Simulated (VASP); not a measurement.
# AgRh (P-6m2) in VASP: further runs

One crystal, AgRh, is run at these levels: PBE; tasks: single point.

Everything below comes from runs of VASP 6.6.1. Logs are shortened: lines on timing, memory, paths and dates and some standing lists are left out, and cuts for length are marked.

## Step 1: The crystal as given

The structure is hexagonal, space group P-6m2 (No. 187). The conventional cell has a = 2.832 Å, b = 2.832 Å, c = 4.903 Å, α = 90.00°, β = 90.00°, γ = 120.00°. Ag (site symmetry -6m2) is surrounded by 6 Ag at 2.83 Å and 6 Rh at 2.95 Å. Rh (site symmetry -6m2) has 6 Rh at 2.83 Å and 6 Ag at 2.95 Å as nearest neighbours.

The cell comes from a database or a generator and needn't be the stable form of this composition.

## Step 2: Single point, PBE

Input file INCAR:

```
SYSTEM = AgRh
ALGO = Fast
EDIFF = 1E-6
ENCUT = 520
GGA = PE
ISIF = 2
ISMEAR = -1
LASPH = .True.
LCHARG = .False.
LREAL = .False.
LWAVE = .False.
NBANDS = 20
NELM = 60
PREC = Accurate
SIGMA = 0.1
```

Input file KPOINTS:

```
k-points
0
Gamma
  10 10 5
  0 0 0
```

Input file POSCAR:

```
AgRh
1.0
    2.8320663794      0.0000000000      0.0000000000
   -1.4160280917      2.4526378598      0.0000000000
    0.0000000000      0.0000000000      4.9029102179
Ag Rh
1 1
Direct
    0.0000000000      0.0000000000      0.5000000000
    0.6666666667      0.3333333333      0.0000000000
```

Potentials or basis: VASP PAW PBE potentials, release 64 (Ag, Rh_pv).

Run with:

```
> cat potpaw_PBE.64/Ag/POTCAR potpaw_PBE.64/Rh_pv/POTCAR > POTCAR
> mpirun -np 1 vasp_std > vasp.out
```

OUTCAR:

```text
SYSTEM = AgRh
   EDIFF = 1E-6
   ENCUT = 520
   GGA = PE
   ISIF = 2
   ISMEAR = -1
   LASPH = .True.
   LREAL = .False.
   NELM = 60
   PREC = Accurate

 ion  position               nearest neighbor table
   1  0.000  0.000  0.500-   2 2.95   2 2.95   2 2.95   2 2.95   2 2.95   2 2.95
   2  0.667  0.333  0.000-   1 2.95   1 2.95   1 2.95   1 2.95   1 2.95   1 2.95

  LATTYP: Found a hexagonal cell.
 ALAT       =     2.8320663794
 C/A-ratio  =     1.7312130300

  Lattice vectors:

 A1 = (   2.8320663794,   0.0000000000,   0.0000000000)
 A2 = (  -1.4160280917,   2.4526378598,   0.0000000000)
 A3 = (   0.0000000000,   0.0000000000,   4.9029102179)

Analysis of symmetry for initial positions (statically):
=====================================================================
 Subroutine PRICEL returns:
 Original cell was already a primitive cell.

 Routine SETGRP: Setting up the symmetry group for a
 hexagonal supercell.

 Subroutine GETGRP returns: Found 12 space group operations
 (whereof 12 operations were pure point group operations)
 out of a pool of 24 trial point group operations.

The static configuration has the point symmetry D_3h.

Analysis of symmetry for dynamics (positions and initial velocities):
=====================================================================
 Subroutine PRICEL returns:
 Original cell was already a primitive cell.

 Routine SETGRP: Setting up the symmetry group for a
 hexagonal supercell.

 Subroutine GETGRP returns: Found 12 space group operations
 (whereof 12 operations were pure point group operations)
 out of a pool of 24 trial point group operations.

The dynamic configuration has the point symmetry D_3h.

 Subroutine INISYM returns: Found 12 space group operations
 (whereof 12 operations are pure point group operations),
 and found     1 'primitive' translations

----------------------------------------------------------------------------------------

                                     Primitive cell

  volume of cell :      34.0558

  direct lattice vectors                    reciprocal lattice vectors
     2.832066379  0.000000000  0.000000000     0.353099068  0.203861405  0.000000000
    -1.416028092  2.452637860  0.000000000     0.000000000  0.407724278  0.000000000
     0.000000000  0.000000000  4.902910218     0.000000000  0.000000000  0.203960496

  length of vectors
     2.832066379  2.832060739  4.902910218     0.407723466  0.407724278  0.203960496

  position of ions in fractional coordinates (direct lattice)
     0.000000000  0.000000000  0.500000000
     0.666666667  0.333333333  0.000000000

  ion indices of the primitive-cell ions
   primitive index   ion index
                 1           1
                 2           2

----------------------------------------------------------------------------------------

 KPOINTS: k-points

Automatic generation of k-mesh.
 Grid dimensions read from file:
 generate k-points for:   10   10    5

 Generating k-lattice:

  Cartesian coordinates                     Fractional coordinates (reciprocal lattice)
     0.035309907  0.020386140  0.000000000     0.100000000  0.000000000  0.000000000
     0.000000000  0.040772428  0.000000000     0.000000000  0.100000000  0.000000000
     0.000000000  0.000000000  0.040792099     0.000000000  0.000000000  0.200000000

  Length of vectors
     0.040772347  0.040772428  0.040792099

  Shift w.r.t. Gamma in fractional coordinates (k-lattice)
     0.000000000  0.000000000  0.000000000

 Subroutine IBZKPT returns following result:
 ===========================================

 Found     42 irreducible k-points:

 Following reciprocal coordinates:
            Coordinates               Weight
  0.000000  0.000000  0.000000      1.000000
  0.100000  0.000000  0.000000      6.000000
  0.200000  0.000000  0.000000      6.000000
  0.300000  0.000000  0.000000      6.000000
  0.400000  0.000000  0.000000      6.000000
  0.500000  0.000000  0.000000      3.000000
[... 16 lines left out ...]
  0.300000  0.100000  0.200000     24.000000
  0.400000  0.100000  0.200000     24.000000
 [... further k-points ...]
   k-points           NKPTS =     42   k-points in BZ     NKDIM =     42   number of bands    NBANDS=     20
   number of dos      NEDOS =    301   number of ions     NIONS =      2
   total plane-waves  NPLWV =  20736
   dimension x,y,z NGX =    24 NGY =   24 NGZ =   36
   dimension x,y,z NGXF=    48 NGYF=   48 NGZF=   72
   ions per type =               1   1
   NGX,Y,Z   is equivalent  to a cutoff of  14.09, 14.09, 12.21 a.u.
   NGXF,Y,Z  is equivalent  to a cutoff of  28.18, 28.18, 24.41 a.u.
 SYSTEM =  AgRh
   PREC   = accura    normal or accurate (medium, high low for compatibility)
   ISTART =      0    job   : 0-new  1-cont  2-samecut
   ICHARG =      2    charge: 1-file 2-atom 10-const
   ISPIN  =      1    spin polarized calculation?
   LNONCOLLINEAR =      F non collinear calculations
   LSORBIT =      F    spin-orbit coupling
   LASPH  =      T    aspherical Exc in radial PAW
   ENCUT  =  520.0 eV  38.22 Ry    6.18 a.u.   5.27  5.27  9.12*2*pi/ulx,y,z
   NELM   =     60;   NELMIN=  2; NELMDL= -5     # of ELM steps
   EDIFF  = 0.1E-05   stopping-criterion for ELM
   LREAL  =      F    real-space projection
   EDIFFG = 0.1E-04   stopping-criterion for IOM
   NSW    =      0    number of steps for IOM
   IBRION =     -1    ionic relax: 0-MD 1-quasi-New 2-CG
   NFREE  =      0    steps in history (QN), initial steepest desc. (CG)
   ISIF   =      2    stress and relaxation
   ISYM   =      2    0-nonsym 1-usesym 2-fastsym
   POTIM  = 0.5000    time-step for ionic-motion
   TEBEG  =    0.0;   TEEND  =   0.0 temperature during run
   PSTRESS=    0.0 pullay stress
   NELECT =      26.0000    total number of electrons
   NUPDOWN=      -1.0000    fix difference up-down
   EMIN   =  10.00;   EMAX   =-10.00  energy-range for DOS
   EFERMI =   0.00;   METHOD = LEGACY
   ISMEAR =    -1;   SIGMA  =   0.10  broadening in eV -4-tet -1-fermi 0-gaus
   EFERMI_NEDOS =   21; number of points for ismear=-14 and -15
   IALGO  =     68    algorithm
   IMIX   =      4    mixing-type and parameters
     AMIX     =   0.40;   BMIX     =  1.00
     AMIX_MAG =   1.60;   BMIX_MAG =  1.00
  volume/ion in A,a.u.               =      17.03       114.91
  Fermi-wavevector in a.u.,A,eV,Ry     =   1.496244  2.827491 30.459980  2.238745
  Thomas-Fermi vector in A             =   2.608285
   LORBIT       =      0    0 simple, 1 ext, 2 COOP (PROOUT), +10 PAW based schemes
   GGA     = PE    functional components
   LHFCALC =     F    Hartree Fock is set to
   AEXX    =    0.0000 exact exchange contribution
   IVDW    =     0    specifies the selected vdW correction
   LEPSILON=     F    determine dielectric tensor
   LRPA    =     F    only Hartree local field effects (RPA)
 non-spin polarized calculation
 RMM-DIIS sequential band-by-band and
  energy-cutoff  :      520.00
  volume of cell :       34.06
 maximum number of plane-waves:       928
 NGX is ok and might be reduce to    24
   NGX = 11   NGY = 11   NGZ = 19

 number of electron      26.0000011 magnetization

 Free energy of the ion-electron system (eV)
  ---------------------------------------------------
  ext. energy  EPLUGINS =         0.00000000
  ---------------------------------------------------
  free energy    TOTEN  =        -9.41243521 eV

  energy without entropy =       -9.30702417  energy(sigma->0) =       -9.35972969

 E-fermi :   8.0547     XC(G=0): -12.4342

 val. band max:        8.0174943668   @ k =   0.1000   0.1000   0.2000
 cond. band min:       8.0553273608   @ k =   0.1000   0.1000   0.0000
 fundamental gap:      0.0378329940
 Fermi energy:         8.0546630617

 k-point     1 :       0.0000    0.0000    0.0000
  band No.  band energies     occupation
      1     -37.5617      2.00000
      2     -37.5617      2.00000
      3     -37.4950      2.00000
      4       1.2384      2.00000
      5       2.6092      2.00000
      6       3.9172      2.00000
[... 12 lines left out ...]
     19      26.5602      0.00000
     20      28.5248      0.00000

 k-point     2 :       0.1000    0.0000    0.0000
  band No.  band energies     occupation
      1     -37.5931      2.00000
      2     -37.5694      2.00000
      3     -37.4909      2.00000
      4       1.5369      2.00000
      5       2.7753      2.00000
      6       3.8156      2.00000
[... 12 lines left out ...]
     19      25.7985      0.00000
     20      26.8081      0.00000

 k-point     3 :       0.2000    0.0000    0.0000
  band No.  band energies     occupation
      1     -37.6749      2.00000
      2     -37.5893      2.00000
      3     -37.4801      2.00000
      4       2.3027      2.00000
      5       3.0884      2.00000
      6       3.7589      2.00000
[... 12 lines left out ...]
     19      25.6613      0.00000
     20      25.8095      0.00000

 k-point     4 :       0.3000    0.0000    0.0000
  band No.  band energies     occupation
      1     -37.7750      2.00000
      2     -37.6139      2.00000
      3     -37.4668      2.00000
      4       2.6653      2.00000
      5       3.4076      2.00000
      6       3.5787      2.00000
[... 12 lines left out ...]
     19      23.2533      0.00000
     20      24.3996      0.00000

 k-point     5 :       0.4000    0.0000    0.0000
  band No.  band energies     occupation
      1     -37.8551      2.00000
      2     -37.6337      2.00000
      3     -37.4560      2.00000
      4       2.4827      2.00000
      5       3.1863      2.00000
      6       3.6350      2.00000
[... 12 lines left out ...]
     19      21.0369      0.00000
     20      21.0941      0.00000
[... 353 lines left out ...]
      6       3.6380      2.00000
[... 12 lines left out ...]
     19      24.9685      0.00000
     20      25.6022      0.00000

 k-point    22 :       0.2000    0.1000    0.2000
  band No.  band energies     occupation
      1     -37.7328      2.00000
      2     -37.6133      2.00000
      3     -37.4715      2.00000
      4       2.9241      2.00000
      5       3.3422      2.00000
      6       3.6904      2.00000
[... 12 lines left out ...]
     19      23.5003      0.00000
     20      25.0695      0.00000

 k-point    23 :       0.3000    0.1000    0.2000
  band No.  band energies     occupation
      1     -37.8170      2.00000
      2     -37.6413      2.00000
      3     -37.4594      2.00000
      4       2.7726      2.00000
      5       3.2123      2.00000
      6       3.8192      2.00000
[... 12 lines left out ...]
     19      20.9351      0.00000
     20      23.7998      0.00000

 k-point    24 :       0.4000    0.1000    0.2000
  band No.  band energies     occupation
      1     -37.8687      2.00000
      2     -37.6586      2.00000
      3     -37.4518      2.00000
      4       2.5965      2.00000
      5       3.0151      2.00000
      6       3.9038      2.00000
[... 12 lines left out ...]
     19      20.1123      0.00000
     20      21.8027      0.00000

 [... further k-points ...]
[... 5 lines left out ...]
  --------------------------------------------------------------------------------------
  -------------------------------------------------------------------------------------
  Total       -1.9787003     -1.9786946     -1.9100528     -0.0000041     -0.0000000     -0.0000000
  in kB      -93.0893105    -93.0890395    -89.8597421     -0.0001935     -0.0000000     -0.0000000
  external PRESSURE =     -92.0126973 kB  Pullay stress =       0.0000000 kB

 VOLUME and BASIS-vectors are now :
 -----------------------------------------------------------------------------
  energy-cutoff  :      520.00
  volume of cell :       34.06
      direct lattice vectors                 reciprocal lattice vectors
     2.832066379  0.000000000  0.000000000     0.353099068  0.203861405  0.000000000
    -1.416028092  2.452637860  0.000000000     0.000000000  0.407724278  0.000000000
     0.000000000  0.000000000  4.902910218     0.000000000  0.000000000  0.203960496

 POSITION                                       TOTAL-FORCE (eV/Angst)
 -----------------------------------------------------------------------------------
      0.00000      0.00000      2.45146        -0.000000     -0.000000      0.000000
      1.41603      0.81755      0.00000         0.000000      0.000000      0.000000
 -----------------------------------------------------------------------------------
    total drift:                               -0.000003     -0.000002      0.000000

  FREE ENERGIE OF THE ION-ELECTRON SYSTEM (eV)
  ---------------------------------------------------
  free  energy   TOTEN  =        -9.4124352073 eV

  energy  without entropy=       -9.3070241732  energy(sigma->0) =       -9.35972969
```

It took 16 s on 1 thread of Intel Xeon Platinum 8488C (Sapphire Rapids), shared host; peak memory 0.16 GiB.

What came out:

```yaml
Free_energy: -9.4124 eV
Pressure: -9.2 GPa
Band_gap_on_the_k_mesh: none (metal or under the smearing width)
```

Stress tensor (GPa, compression positive):
```
-9.31  0.00  0.00
 0.00 -9.31  0.00
 0.00  0.00 -8.99
```

Levels at points of the mesh, in eV from the Fermi level:
| k point | band 10 | band 11 | band 12 | band 13 | band 14 | band 15 | band 16 | band 17 |
| --- | --- | --- | --- | --- | --- | --- | --- | --- |
| (0.00, 0.00, 0.00) | -3.03 | -1.67 | -1.67 | 0.09 | 0.09 | 0.26 | 4.89 | 16.44 |
| (0.50, 0.00, 0.00) | -2.28 | -1.47 | -0.14 | 0.96 | 1.70 | 3.73 | 7.99 | 8.31 |

[end of part 1 of 2]
